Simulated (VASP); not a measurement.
VASP ran on this input.

**KPOINTS**
```
Automatic mesh
0
Gamma
3 3 3
0.5 0.5 0.5
```

### POSCAR
```
CdIn2O4
1
    0.0000000000     4.6912520000     4.6912520000
    4.6912520000     0.0000000000     4.6912520000
    4.6912520000     4.6912520000     0.0000000000
Cd In O
2 4 8
Direct
  0.2500000000   0.2500000000   0.2500000000
  0.0000000000   0.0000000000   0.0000000000
  0.1250000000   0.6250000000   0.6250000000
  0.6250000000   0.6250000000   0.1250000000
  0.6250000000   0.1250000000   0.6250000000
  0.6250000000   0.6250000000   0.6250000000
  0.8617500000   0.8617500000   0.8617500000
  0.8352500000   0.3882500000   0.3882500000
  0.8617500000   0.8617500000   0.4147500000
  0.3882500000   0.8352500000   0.3882500000
  0.4147500000   0.8617500000   0.8617500000
  0.3882500000   0.3882500000   0.3882500000
  0.8617500000   0.4147500000   0.8617500000
  0.3882500000   0.3882500000   0.8352500000
```

**INCAR**
```
! general
SYSTEM  = CdIn2O4
PREC    = Accurate
ENCUT   = 320
LREAL   = Auto
LASPH   = T   ! aspherical one-centre terms

! electronic loop
EDIFF   = 1E-6
NELM    = 100   ! most electronic steps
ALGO    = Normal   ! blocked Davidson
LMAXMIX = 4   ! l cut-off of mixed one-centre charges

! smearing
ISMEAR  = 0
SIGMA   = 0.01   ! width (eV)

! functional
GGA     = PS   ! PBEsol

! ions
ISIF    = 2   ! forces and stress, cell fixed

! output
LWAVE   = F
LCHARG  = F
```

POTCAR, in this order: Cd In_d O (PBE.64 set). Program: vasp_std.

Q: Translate this PBEsol calculation to Quantum ESPRESSO's pw.x.

A: One equivalent input (not run):
```
&CONTROL
  calculation = 'scf'
  pseudo_dir = './pseudo'
  outdir = './out'
  tprnfor = .true.
  tstress = .true.
/
&SYSTEM
  ibrav = 0
  nat = 14
  ntyp = 3
  ecutwfc = 102
  occupations = 'smearing'
  smearing = 'gaussian'
  degauss = 0.000735
  input_dft = 'pbesol'
/
&ELECTRONS
  conv_thr = 7.3e-08
  electron_maxstep = 100
/
ATOMIC_SPECIES
  Cd 112.414 Cd.upf
  In 114.818 In.upf
  O 15.999 O.upf
CELL_PARAMETERS angstrom
     0.0000000    4.6912520    4.6912520
     4.6912520    0.0000000    4.6912520
     4.6912520    4.6912520    0.0000000
ATOMIC_POSITIONS crystal
  Cd   0.2500000  0.2500000  0.2500000
  Cd   0.0000000  0.0000000  0.0000000
  In   0.1250000  0.6250000  0.6250000
  In   0.6250000  0.6250000  0.1250000
  In   0.6250000  0.1250000  0.6250000
  In   0.6250000  0.6250000  0.6250000
  O    0.8617500  0.8617500  0.8617500
  O    0.8352500  0.3882500  0.3882500
  O    0.8617500  0.8617500  0.4147500
  O    0.3882500  0.8352500  0.3882500
  O    0.4147500  0.8617500  0.8617500
  O    0.3882500  0.3882500  0.3882500
  O    0.8617500  0.4147500  0.8617500
  O    0.3882500  0.3882500  0.8352500
K_POINTS automatic
  3 3 3 1 1 1
```
The two are equivalent in intent, not identical: the potentials are each code's own (VASP's PAW set, PseudoDojo norm-conserving files in pw.x), so ENCUT and ecutwfc are chosen apart and not converted; conv_thr bounds pw.x's estimated SCF error, while EDIFF bounds the energy change between steps.

The structure comes from a computed database's CdIn2O4 entry; how it stands against other phases isn't given here. The cell was not relaxed at this level. The run is one of a series of settings (ENCUT = 320 against the base run), some of them coarse on purpose.
